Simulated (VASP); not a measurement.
Input:

```
Pd
1.0
    0.00000     1.91732     1.91732
    1.91732     0.00000     1.91732
    1.91732     1.91732     0.00000
Pd
1
Direct
  0.00000   0.00000   0.00000
```

Level of theory: PBEsol GGA, VASP's PBE PAW potentials (set 64) (plane waves; VASP). Settings: 520 eV cut-off, 16×16×16 Γ-centred mesh, first-order Methfessel-Paxton smearing of 0.10 eV, potentials Pd.

Q: The job: Pd (fcc), 1 atom, PBEsol, static run, 520 eV, 16×16×16 Γ-centred mesh. Roughly how much core time does it take on a busy server core?

A: About 6 core-seconds (one run on a shared machine, a rough figure). It had 145 irreducible k-points, 9 bands, up to 392 plane waves and 11 electronic steps.

The compound is Pd in the fcc structure. This cell is one point of a volume scan, at 0.97 of the reference volume.
